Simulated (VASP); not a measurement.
All values below come from PBE GGA, VASP's PBE PAW potentials (set 64) (plane waves; VASP).

VASP input:

File POSCAR:
```
WSe2
1
    1.6398360000    -2.8402790000     0.0000000000
    1.6398360000     2.8402790000     0.0000000000
    0.0000000000     0.0000000000    12.9587040000
W Se
2 4
Direct
  0.3333330000   0.6666670000   0.2500000000
  0.6666670000   0.3333330000   0.7500000000
  0.3333330000   0.6666670000   0.8790000000
  0.6666670000   0.3333330000   0.3790000000
  0.6666670000   0.3333330000   0.1210000000
  0.3333330000   0.6666670000   0.6210000000
```

File KPOINTS:
```
Automatic mesh
0
Gamma
  5 5 1
```

INCAR:
```
SYSTEM = WSe2
PREC = Accurate; ENCUT = 300; LREAL = .False.
LASPH = .True.
EDIFF = 1E-6; NELM = 100; ALGO = Normal
LMAXMIX = 6
ISMEAR = -1; SIGMA = 0.02
GGA = PE
ISIF = 2
LWAVE = .False.; LCHARG = .False.
```

POTCAR, in this order: W_sv Se (PBE.64 set). Program: vasp_std.

What VASP printed:

**OSZICAR**
```
       N       E                     dE             d eps       ncg     rms          rms(c)
DAV:   1     0.390362200971E+03    0.39036E+03   -0.21749E+04   350   0.111E+03
DAV:   2    -0.185525375417E+02   -0.40891E+03   -0.39943E+03   370   0.345E+02
DAV:   3    -0.442693960646E+02   -0.25717E+02   -0.25523E+02   375   0.789E+01
DAV:   4    -0.449314121179E+02   -0.66202E+00   -0.65954E+00   388   0.122E+01
DAV:   5    -0.449423796612E+02   -0.10968E-01   -0.10956E-01   368   0.172E+00    0.304E+01
DAV:   6    -0.434334384808E+02    0.15089E+01   -0.10264E+01   368   0.177E+01    0.112E+01
DAV:   7    -0.432130245479E+02    0.22041E+00   -0.45419E+00   362   0.858E+00    0.568E+00
DAV:   8    -0.430546338004E+02    0.15839E+00   -0.75708E-01   422   0.470E+00    0.107E+00
DAV:   9    -0.430564157666E+02   -0.17820E-02   -0.44911E-02   397   0.112E+00    0.755E-01
DAV:  10    -0.430554284265E+02    0.98734E-03   -0.14172E-02   406   0.761E-01    0.140E-01
DAV:  11    -0.430553792789E+02    0.49148E-04   -0.16656E-03   382   0.250E-01    0.141E-01
DAV:  12    -0.430553757335E+02    0.35453E-05   -0.75511E-05   389   0.461E-02    0.801E-02
DAV:  13    -0.430553807935E+02   -0.50600E-05   -0.72474E-05   392   0.481E-02    0.631E-03
DAV:  14    -0.430553819002E+02   -0.11067E-05   -0.34699E-06   333   0.103E-02    0.324E-03
DAV:  15    -0.430553822375E+02   -0.33729E-06   -0.32579E-07   246   0.334E-03
   1 F= -.43055382E+02 E0= -.43055382E+02  d E =-.241830E-10
```

File OUTCAR:
```
------------------------ aborting loop because EDIFF is reached ----------------------------------------
  FORCE on cell =-STRESS in cart. coord.  units (eV):
  Direction    XX          YY          ZZ          XY          YZ          ZX
  --------------------------------------------------------------------------------------
  Total        3.4389440      3.4389433      4.4451577      0.0000000      0.0000000      0.0000000
  in kB       45.6438948     45.6438862     58.9990167      0.0000000      0.0000000      0.0000000
  external PRESSURE =      50.0955992 kB  Pullay stress =       0.0000000 kB
  volume of cell :      120.71
      direct lattice vectors                 reciprocal lattice vectors
     1.639836000 -2.840279000  0.000000000     0.304908540 -0.176039044  0.000000000
     1.639836000  2.840279000  0.000000000     0.304908540  0.176039044  0.000000000
     0.000000000  0.000000000 12.958704000     0.000000000  0.000000000  0.077168211
 POSITION                                       TOTAL-FORCE (eV/Angst)
 -----------------------------------------------------------------------------------
      1.63984      0.94676      3.23968         0.000000      0.000000     -0.000000
      1.63984     -0.94676      9.71903         0.000000     -0.000000     -0.000000
      1.63984      0.94676     11.39070         0.000000     -0.000000      0.276350
      1.63984     -0.94676      4.91135        -0.000000      0.000000      0.276350
      1.63984     -0.94676      1.56800        -0.000000      0.000000     -0.276350
      1.63984      0.94676      8.04736        -0.000000      0.000000     -0.276350
 -----------------------------------------------------------------------------------
    total drift:                                0.000137      0.001051     -0.000028
  FREE ENERGIE OF THE ION-ELECTRON SYSTEM (eV)
  ---------------------------------------------------
  free  energy   TOTEN  =       -43.0553822375 eV

  energy  without entropy=      -43.0553822375  energy(sigma->0) =      -43.05538224
```
(Selected blocks of OUTCAR.)

### OUTCAR
```
 val. band max:        6.3505384554   @ k =   0.0000   0.0000   0.0000

 cond. band min:       7.3409706058   @ k =   0.2000   0.2000   0.0000


 Fermi energy:         6.8813280166

 k-point     1 :       0.0000    0.0000    0.0000
  band No.  band energies     occupation
      1     -67.9554      2.00000
      2     -67.9550      2.00000
      3     -32.2156      2.00000
      4     -32.2153      2.00000
      5     -32.0859      2.00000
      6     -32.0859      2.00000
      7     -32.0859      2.00000
      8     -32.0859      2.00000
      9      -8.9798      2.00000
     10      -8.7291      2.00000
     11      -7.7832      2.00000
     12      -7.3605      2.00000
     13      -0.8330      2.00000
     14       0.2771      2.00000
     15       2.6982      2.00000
     16       3.6671      2.00000
     17       3.6671      2.00000
     18       3.6840      2.00000
     19       3.6840      2.00000
     20       4.8022      2.00000
     21       4.8022      2.00000
     22       4.8569      2.00000
     23       4.8569      2.00000
     24       5.2163      2.00000
     25       5.2732      2.00000
     26       6.3505      2.00000
     27       9.0227      0.00000
     28       9.0296      0.00000
     29       9.0732      0.00000
     30       9.0885      0.00000
     31       9.1215      0.00000

 k-point     2 :       0.2000    0.0000    0.0000
  band No.  band energies     occupation
      1     -67.9515      2.00000
      2     -67.9513      2.00000
      3     -32.1993      2.00000
      4     -32.1992      2.00000
      5     -32.1701      2.00000
      6     -32.1700      2.00000
      7     -32.1057      2.00000
      8     -32.1057      2.00000
      9      -8.3941      2.00000
     10      -8.1513      2.00000
     11      -7.4614      2.00000
     12      -7.0997      2.00000
     13      -0.1104      2.00000
     14       0.9634      2.00000
     15       2.1654      2.00000
     16       2.1860      2.00000
     17       2.2830      2.00000
...
```

At this cut-off the stress carries a Pulay error, which pulls relaxed volumes low. Unless said otherwise, spin-orbit coupling is left out, though it shifts the bands of the heavy elements here.

The structure is a typed WSe2 crystal (P6_3/mmc). The cell was not relaxed at this level. The k-mesh is coarse (spacing up to 0.48 per Å, 2π included), so the numbers may not be converged in it.
